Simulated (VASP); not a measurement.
Input:

```
In2Pt
1.0
    0.00000     3.15920     3.15920
    3.15920     0.00000     3.15920
    3.15920     3.15920     0.00000
In Pt
2 1
Cartesian
  1.57960   1.57960   1.57960
  4.73881   4.73881   4.73881
  0.00000   0.00000   0.00000
```

Computed with LDA (Ceperley-Alder, Perdew-Zunger), VASP's LDA PAW potentials (set 64) (plane waves; VASP). Numerical set-up: 400 eV cut-off, 9×9×9 Γ-centred mesh, tetrahedra with Blöchl corrections, potentials In_d Pt.

Unless said otherwise, spin-orbit coupling is left out, though it shifts the bands of the heavy elements here.

### Question
Predict the energy per atom (σ→0), band gap (on the k-mesh) with the smallest direct gap where there is one.

### Answer

| Quantity | Value |
|---|---|
| band gap (on the k-mesh) | none (metal, semimetal or under 0.01 eV) |
| energy per atom (σ→0) | -5157 meV/atom |

The structure comes from a computed database's In2Pt entry (Fm-3m); how it stands against other phases isn't given here. It was relaxed first.
